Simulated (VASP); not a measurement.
Calculation: AM05 GGA, VASP's PBE PAW potentials (set 64) (plane waves; VASP).

Input for VASP

File KPOINTS:
```
Automatic mesh
0
gamma
 5 5 5
```

POSCAR:
```
BaZrO3
1
    4.1111940388     0.0000000000     0.0000000000
    0.0000000000     4.1111940388     0.0000000000
    0.0000000000     0.0000000000     4.1111940388
Ba Zr O
1 1 3
Direct
  0.0000000000   0.0000000000   0.0000000000
  0.5000000000   0.5000000000   0.5000000000
  0.5000000000   0.0000000000   0.5000000000
  0.0000000000   0.5000000000   0.5000000000
  0.5000000000   0.5000000000   0.0000000000
```

### INCAR
```
SYSTEM=BaZrO3
PREC=Accurate; ENCUT=520; LREAL=.FALSE.
LASPH=.TRUE.
EDIFF=1E-7; NELM=100; ALGO=Normal
LMAXMIX=4
ISMEAR=0; SIGMA=0.05
GGA=AM
ISIF=2
LWAVE=.FALSE.; LCHARG=.FALSE.
```

POTCAR, in this order: Ba_sv Zr_sv O (PBE.64 set). Program: vasp_std.

Problem. What will the output report for the number of irreducible k-points (NKPTS), largest plane-wave count, number of space-group operations, FFT grid (NGX, NGY, NGZ)?

Solution. 
| Quantity | Result |
|---|---|
| number of irreducible k-points (NKPTS) | 10 |
| largest plane-wave count | 1887 |
| number of space-group operations | 48 |
| FFT grid (NGX, NGY, NGZ) | 32 × 32 × 32 |

The compound is BaZrO3 in the cubic perovskite structure. This cell is one point of a volume scan, at 0.94 of the reference volume.
